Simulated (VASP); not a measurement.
An input for Quantum ESPRESSO's pw.x (written as the equivalent of a VASP run, and not itself run):

```
&CONTROL
  calculation = 'vc-relax'
  pseudo_dir = './pseudo'
  outdir = './out'
  tprnfor = .true.
  tstress = .true.
  nstep = 60
  forc_conv_thr = 0.00039
/
&SYSTEM
  ibrav = 0
  nat = 2
  ntyp = 2
  ecutwfc = 88
  occupations = 'smearing'
  smearing = 'gaussian'
  degauss = 0.003675
  input_dft = 'pw91'
/
&ELECTRONS
  conv_thr = 7.3e-08
  electron_maxstep = 100
/
&IONS
/
&CELL
/
ATOMIC_SPECIES
  Be 9.012 Be.upf
  Se 78.971 Se.upf
CELL_PARAMETERS angstrom
     0.0000000    2.5700000    2.5700000
     2.5700000    0.0000000    2.5700000
     2.5700000    2.5700000    0.0000000
ATOMIC_POSITIONS crystal
  Be   0.0000000  0.0000000  0.0000000
  Se   0.2500000  0.2500000  0.2500000
K_POINTS automatic
  8 8 8 0 0 0
```

### Question
Translate this input to VASP (INCAR, KPOINTS, POSCAR, choice of POTCAR).

### Answer
This is not unique; one that fits is 
### INCAR
```
ALGO = Normal
EDIFF = 1E-6
EDIFFG = -0.01
ENCUT = 520
GGA = 91
IBRION = 2
ISIF = 3
ISMEAR = 0
LASPH = .TRUE.
LCHARG = .FALSE.
LMAXMIX = 4
LREAL = .FALSE.
LWAVE = .FALSE.
NELM = 100
NSW = 60
PREC = Accurate
SIGMA = 0.05
SYSTEM = BeSe
```

POSCAR:
```
BeSe
1
    0.0000000000     2.5700000000     2.5700000000
    2.5700000000     0.0000000000     2.5700000000
    2.5700000000     2.5700000000     0.0000000000
Be Se
1 1
Direct
  0.0000000000   0.0000000000   0.0000000000
  0.2500000000   0.2500000000   0.2500000000
```

**KPOINTS**
```
K-points
0
G
8 8 8
```

POTCAR, in this order: Be Se (PBE.64 set). Program: vasp_std.

What does not carry over: the potentials are each code's own (VASP's PAW set, PseudoDojo norm-conserving files in pw.x), so ENCUT and ecutwfc are chosen apart and not converted; conv_thr bounds pw.x's estimated SCF error, while EDIFF bounds the energy change between steps; forc_conv_thr acts on force components and is met together with etot_conv_thr.

The compound is BeSe in the zinc blende structure. This run relaxes it. Symmetry was kept, so distortions that lower it aren't found.
